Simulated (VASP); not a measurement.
All values below come from r2SCAN meta-GGA, VASP's PBE PAW potentials (set 64) (plane waves; VASP).

Input for VASP

File POSCAR:
```
MgSe
1.0
  4.2621300000   0.0000000000   0.0000000000
 -2.1310650000   3.6911130000   0.0000000000
  0.0000000000   0.0000000000   6.9608700000
Mg Se
2 2
Cart
 -0.0000021311   2.4607432304   0.0000000000
  2.1310671311   1.2303697696   3.4804350000
 -0.0000021311   2.4607432304   2.6103262500
  2.1310671311   1.2303697696   6.0907612500
```

KPOINTS:
```
Automatic mesh
0
Gamma
7 7 4
0 0 0
```

### INCAR
```
# general
SYSTEM   =  MgSe
PREC     =  Accurate
ENCUT    =  400   # plane-wave cut-off (eV)
LREAL    =  .FALSE.   # projection in real space or not
LASPH    =  .TRUE.   # aspherical one-centre terms

# electronic loop
EDIFF    =  1E-6
NELM     =  100
ALGO     =  Normal   # blocked Davidson
LMAXMIX  =  4   # l cut-off of mixed one-centre charges
LMIXTAU  =  .TRUE.

# smearing
ISMEAR   =  0
SIGMA    =  0.05

# functional
METAGGA  =  R2SCAN

# ions
IBRION   =  2   # conjugate gradients
NSW      =  60
ISIF     =  3   # ions, shape and volume
EDIFFG   =  -0.01   # ionic stop

# output
LWAVE    =  .FALSE.
LCHARG   =  .FALSE.
```

POTCAR, in this order: Mg Se (PBE.64 set). Program: vasp_std.

Energy and stress use the plane-wave basis of the starting cell.

Q: Predict the energy per atom (σ→0), volume per atom.

A: 
```json
{
 "energy per atom (σ→0)": "-10.704 eV/atom",
 "volume_per_atom": "26.18 Å^3/atom"
}
```

File OSZICAR:
```
...
DAV:   5    -0.428156264564E+02    0.33654E-04   -0.74263E-05   604   0.946E-02    0.734E-03
DAV:   6    -0.428156638308E+02   -0.37374E-04   -0.11222E-05   608   0.324E-02    0.109E-03
DAV:   7    -0.428156286765E+02    0.35154E-04   -0.26820E-06   612   0.177E-02    0.747E-04
DAV:   8    -0.428156458759E+02   -0.17199E-04   -0.21400E-07   312   0.502E-03    0.346E-04
DAV:   9    -0.428156404417E+02    0.54342E-05   -0.60686E-08   296   0.252E-03    0.142E-04
DAV:  10    -0.428156456031E+02   -0.51614E-05   -0.28055E-08   300   0.186E-03    0.127E-04
DAV:  11    -0.428156456156E+02   -0.12561E-07   -0.14417E-09   296   0.408E-04
   7 F= -.42815646E+02 E0= -.42815646E+02  d E =-.128125E-02
```

The structure was generated: MgSe was put into the wurtzite type (P6_3mc), which need not be its known phase. This run relaxes it. Symmetry was kept, so distortions that lower it aren't found.
